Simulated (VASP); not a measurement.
## In$_{4}$AsSb$_{3}$ (ordered alloy cell): computed properties

All values below come from PBEsol GGA, VASP's PBE PAW potentials (set 64) (plane waves; VASP).

```
Item                                                                                                     Value
----------------------------------  --------------------------------------------------------------------------
space group                                                                                          Amm2 (38)
cell                                a = 4.533 Å, b = 9.075 Å, c = 12.834 Å, α = 90.00°, β = 90.00°, γ = 90.00°
volume per atom                                                                                  33.00 Å³/atom
band gap (over mesh and band path)                                    none (metal, semimetal or under 0.01 eV)
density                                                                                             5.66 g/cm³
```

```
CELL_PARAMETERS angstrom
     -0.00341     6.41383     6.41715
      6.41383    -0.00341     6.41715
      3.20521     3.20521     0.00000
ATOMIC_POSITIONS crystal
  In 0.99935 0.99935 0.00131
  In 0.98595 0.50551 0.00854
  In 0.50551 0.98595 0.00854
  In 0.50875 0.50875 0.98251
  Sb 0.12581 0.12581 0.24837
  Sb 0.12616 0.62373 0.25011
  Sb 0.62373 0.12616 0.25011
  As 0.62474 0.62474 0.25051
```

Unless said otherwise, spin-orbit coupling is left out, though it shifts the bands of the heavy elements here.

The structure was generated: In4AsSb3 was put into an ordered model structure (Amm2), which need not be its known phase. It was relaxed first. Symmetry was kept, so distortions that lower it aren't found.
